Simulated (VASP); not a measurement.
Input:

```
AuCu
1.0
    2.73747     0.00000     0.00000
    0.00000     2.86075     0.00000
    0.00000     0.00000     3.60873
Cu Au
1 1
Direct
  0.00000   0.00000   0.00000
  0.51289   0.50000   0.50000
```

Calculation: PBE GGA, VASP's PBE PAW potentials (set 64) (plane waves; VASP). Run with 400 eV cut-off, 8×7×6 Γ-centred mesh, first-order Methfessel-Paxton smearing of 0.10 eV, potentials Cu Au.

Q: Give the force on each atom (eV/Å).

A: 
| atom | Fx | Fy | Fz |
|---|---|---|---|
| Cu1 | 0.134 | 0.000 | 0.000 |
| Au2 | -0.134 | 0.000 | 0.000 |

Q: Give the stress tensor in GPa (positive for a compressed cell).

A: 
```
12.88   0.00   0.00
 0.00   6.64   0.00
 0.00   0.00  10.20
```
The pressure is its mean diagonal, 9.91 GPa.

The compound is CuAu in the L1_0 structure. The cell was not relaxed at this level, atoms are displaced from their ideal sites. The k-mesh is coarse (spacing up to 0.31 per Å, 2π included), so the numbers may not be converged in it. The run is one of a series of settings (KPOINTS 8×7×6 Γ-centred mesh against the base run), some of them coarse on purpose.
